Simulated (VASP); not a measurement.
Data:

```
CELL_PARAMETERS angstrom
      4.57000     0.00000     0.00000
      0.00000     4.57000     0.00000
      0.00000     0.00000     4.57000
ATOMIC_POSITIONS crystal
  Cs 0.00000 0.00000 0.00000
  I  0.50000 0.50000 0.50000
```

Computed with optB86b-vdW, VASP's PBE PAW potentials (set 64) (plane waves; VASP). Numerical set-up: 520 eV cut-off, 5×5×5 Γ-centred mesh, Gaussian smearing of 0.050 eV, potentials Cs_sv I.

Energy and stress use the plane-wave basis of the starting cell.

**Question.** The ions, cell shape and volume are relaxed. Give the cell that the relaxation ends in.

**Answer.** 
```
CELL_PARAMETERS angstrom
      4.52742     0.00000     0.00000
      0.00000     4.52742     0.00000
      0.00000     0.00000     4.52742
ATOMIC_POSITIONS crystal
  Cs 0.00000 0.00000 0.00000
  I  0.50000 0.50000 0.50000
```
Space group Pm-3m (221), at a tolerance of 0.03 Å.

**Question.** How do energy and volume change from the first to the last step?

**Answer.** The energy (σ→0) changes by -1.3 meV/atom and the volume by -2.8 %, in 3 ionic steps.

The compound is CsI in the CsCl type structure. This run relaxes it. Symmetry was kept, so distortions that lower it aren't found.
